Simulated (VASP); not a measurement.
Output of a VASP run:

File OSZICAR:
```
       N       E                     dE             d eps       ncg     rms          rms(c)
DAV:   1     0.146364419605E+03    0.14636E+03   -0.13088E+04  4349   0.308E+03
DAV:   2     0.943090118383E+00   -0.14542E+03   -0.13975E+03  3724   0.635E+02
DAV:   3    -0.207117795499E+02   -0.21655E+02   -0.20626E+02  6001   0.284E+02
DAV:   4    -0.235330652835E+02   -0.28213E+01   -0.27149E+01  5620   0.899E+01
DAV:   5    -0.241286490349E+02   -0.59558E+00   -0.58733E+00  6097   0.292E+01    0.929E+00
DAV:   6    -0.276574011703E+02   -0.35288E+01   -0.12778E+02  3482   0.105E+02    0.128E+01
DAV:   7    -0.244313166668E+02    0.32261E+01   -0.92211E+00  3290   0.402E+01    0.971E+00
DAV:   8    -0.231300253993E+02    0.13013E+01   -0.15080E+01  3737   0.428E+01    0.232E+00
DAV:   9    -0.238562840190E+02   -0.72626E+00   -0.15262E+00  4294   0.158E+01    0.284E+00
DAV:  10    -0.235406739981E+02    0.31561E+00   -0.37602E+00  3953   0.209E+01    0.265E+00
DAV:  11    -0.235890050509E+02   -0.48331E-01   -0.33292E-01  3283   0.734E+00    0.126E+00
DAV:  12    -0.235966007311E+02   -0.75957E-02   -0.36104E-01  4158   0.651E+00    0.461E-01
DAV:  13    -0.235974573621E+02   -0.85663E-03   -0.39399E-02  3564   0.211E+00    0.267E-01
DAV:  14    -0.235965547918E+02    0.90257E-03   -0.17247E-02  4033   0.157E+00    0.104E-01
DAV:  15    -0.235985568190E+02   -0.20020E-02   -0.18092E-03  3619   0.505E-01    0.699E-02
DAV:  16    -0.235986607510E+02   -0.10393E-03   -0.10126E-04  3722   0.119E-01    0.511E-02
DAV:  17    -0.235986197990E+02    0.40952E-04   -0.21713E-04  3531   0.135E-01    0.308E-03
DAV:  18    -0.235986346251E+02   -0.14826E-04   -0.16699E-05  3900   0.535E-02    0.783E-03
DAV:  19    -0.235986335857E+02    0.10394E-05   -0.73839E-07  3603   0.954E-03    0.795E-03
DAV:  20    -0.235986356495E+02   -0.20638E-05   -0.25628E-06  3868   0.189E-02    0.222E-03
DAV:  21    -0.235986356216E+02    0.27840E-07   -0.10846E-06  4701   0.104E-02    0.999E-04
DAV:  22    -0.235986357446E+02   -0.12299E-06   -0.19304E-08  1609   0.190E-03    0.823E-04
DAV:  23    -0.235986357849E+02   -0.40306E-07   -0.18846E-08  1594   0.153E-03
   1 F= -.23598636E+02 E0= -.23598400E+02  d E =-.235986E+02
```

### OUTCAR
```
------------------------ aborting loop because EDIFF is reached ----------------------------------------
  FORCE on cell =-STRESS in cart. coord.  units (eV):
  Direction    XX          YY          ZZ          XY          YZ          ZX
  --------------------------------------------------------------------------------------
  Total        1.5812187      1.5812187      1.5592801      0.0000000      0.0000000      0.0000000
  in kB       84.5716828     84.5716828     83.3982920      0.0000000      0.0000000      0.0000000
  external PRESSURE =      84.1805525 kB  Pullay stress =       0.0000000 kB
  volume of cell :       29.96
      direct lattice vectors                 reciprocal lattice vectors
     2.751754041  0.000000000  0.000000000     0.363404572  0.000000000  0.000000000
     0.000000000  2.751754041  0.000000000     0.000000000  0.363404572  0.000000000
     0.000000000  0.000000000  3.956018737     0.000000000  0.000000000  0.252779389
 POSITION                                       TOTAL-FORCE (eV/Angst)
 -----------------------------------------------------------------------------------
      0.00000      0.00000      0.00000         0.000000      0.000000      0.000000
      1.37588      1.37588      1.97801         0.000000      0.000000      0.000000
 -----------------------------------------------------------------------------------
    total drift:                               -0.000000     -0.000000      0.000000
  FREE ENERGIE OF THE ION-ELECTRON SYSTEM (eV)
  ---------------------------------------------------
  free  energy   TOTEN  =       -23.5986357849 eV

  energy  without entropy=      -23.5979275322  energy(sigma->0) =      -23.59839970

 reached required accuracy - stopping structural energy minimisation
```
(Selected blocks of OUTCAR.)

**POSCAR**
```
TiAl
1
    2.7517540409     0.0000000000     0.0000000000
    0.0000000000     2.7517540409     0.0000000000
    0.0000000000     0.0000000000     3.9560187367
Ti Al
1 1
Direct
  0.0000000000   0.0000000000   0.0000000000
  0.5000000000   0.5000000000   0.5000000000
```

Q: Write an INCAR and KPOINTS that could have produced this output.

A: This is not unique; one that fits is the input of the run itself, TPSS meta-GGA, plane waves, VASP's PBE PAW potentials (set 64).

INCAR:
```
ALGO = Normal
EDIFF = 1E-7
EDIFFG = -0.01
ENCUT = 520
IBRION = 2
ISIF = 4
ISMEAR = 1
LASPH = .True.
LCHARG = .False.
LMAXMIX = 4
LMIXTAU = .True.
LREAL = .False.
LWAVE = .False.
METAGGA = TPSS
NELM = 100
NSW = 30
PREC = Accurate
SIGMA = 0.1
SYSTEM = TiAl
```

**KPOINTS**
```
Automatic mesh
0
Gamma
13 13 9
0 0 0
```

POTCAR, in this order: Ti_sv Al (PBE.64 set). Program: vasp_std.

The compound is TiAl in the L1_0 structure. This cell is one point of a volume scan, at 0.94 of the reference volume. The electron count is odd and the run is not spin-polarised, which forces a metal.
